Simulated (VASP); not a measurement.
This VASP 6.6.1 run on Ca3ZnSe4 needs a look.

The input run.py:

```python
from ase import Atoms
from ase.calculators.vasp import Vasp
from ase.dft.bandgap import bandgap

atoms = Atoms(
    ['Se', 'Se', 'Se', 'Se', 'Zn', 'Ca', 'Ca', 'Ca'],
    cell=[[6.381835, 0.0, 0.0], [0.0, 6.381835, 0.0], [0.0, 0.0, 6.381835]],
    scaled_positions=[[0.230093, 0.230093, 0.230093], [0.230093, 0.769907, 0.769907], [0.769907, 0.230093, 0.769907], [0.769907, 0.769907, 0.230093], [0.0, 0.0, 0.0], [0.5, 0.0, 0.5], [0.5, 0.5, 0.0], [0.0, 0.5, 0.5]],
    pbc=True,
)
calc = Vasp(
    directory='calc',
    xc='optb88-vdw',
    pp='PBE',
    setups='recommended',
    pp_version='54',
    prec='Accurate',
    encut=30,
    ediff=1e-06,
    ismear=0,
    sigma=0.05,
    lreal=False,
    lasph=True,
    nelm=98,
    algo='Fast',
    isif=2,
    lwave=False,
    lcharg=True,
    lelf=True,
    lvhar=True,
    kpts=[4, 4, 4],
    gamma=True,
    nbands=43,
)
atoms.calc = calc

print('energy (eV):', atoms.get_potential_energy())
print('free energy (eV):', atoms.get_potential_energy(force_consistent=True))
print('forces (eV/A):')
print(atoms.get_forces())
print('stress (eV/A^3, Voigt):', atoms.get_stress())
print('Fermi level (eV):', calc.get_fermi_level())
gap, top, bottom = bandgap(calc)
print('band gap (eV):', gap, 'from (spin, k, band)', top, 'to', bottom)
```

Potentials or basis: VASP PAW PBE potentials, release 54 (Se, Zn, Ca_sv).

Run with:

```bash
$ python run.py
```

Output:

```text
<dir> UserWarning: vdW has been enabled, however no location for the vdw_kernel.bindat file has been specified. Set ASE_VASP_VDW environment variable to copy the vdW kernel.
  warnings.warn(
energy (eV): 1144.14321995
free energy (eV): 1144.14136175
forces (eV/A):
[[ 3.09080606  3.09080606  3.09080606]
 [ 3.09080606 -3.09080606 -3.09080606]
 [-3.09080606  3.09080606 -3.09080606]
 [-3.09080606 -3.09080606  3.09080606]
 [-0.          0.          0.        ]
 [-0.          0.          0.        ]
 [-0.          0.          0.        ]
 [-0.          0.          0.        ]]
stress (eV/A^3, Voigt): [ 2.58897451  2.58897451  2.58897451 -0.          0.          0.        ]
Fermi level (eV): 7.11202396
[... 2 lines left out ...]
```

OUTCAR:

```text
ENCUT = 30.000000
   EDIFF = 1.00e-06
[... 707 lines left out ...]

  energy  without entropy=     1144.1450781558  energy(sigma->0) =     1144.14321995

Total vdW correction in eV:      6.2419045
```

Problem. How did it end, and where is the flaw?

Solution. Self-consistency was reached. The input holds a flaw that was put in on purpose: cutoff typed in rydberg (ENCUT = 30). The program doesn't stop on it, so the numbers can't be trusted though the run ends normally.
